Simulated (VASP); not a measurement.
Energy against volume of NiAl (CsCl type). Calculation: PBE GGA with D4 dispersion, VASP's PBE PAW potentials (set 64) (plane waves; VASP). Settings: 520 eV cut-off, 13×13×13 Γ-centred mesh, first-order Methfessel-Paxton smearing of 0.10 eV, potentials Al Ni.

```csv
V (Å³/atom),E (eV/atom)
11.021,-5.69070
11.373,-5.70919
11.724,-5.71434
12.076,-5.70818
```

Question: Fit these four points and predict the energy of the run at 12.428 Å³/atom.

Answer: A cubic in V^(−2/3), the third-order Birch-Murnaghan form, passes through the four points with V0 = 11.70 Å³/atom and B0 = 173 GPa, and gives -5.6924 eV/atom there. The run gave -5.6925 eV/atom, -0.1 meV/atom from the fit; all five points give B0 = 173 GPa.

The compound is NiAl in the CsCl type structure. It was relaxed first. The run is not spin-polarised, so no magnetic state was tried.
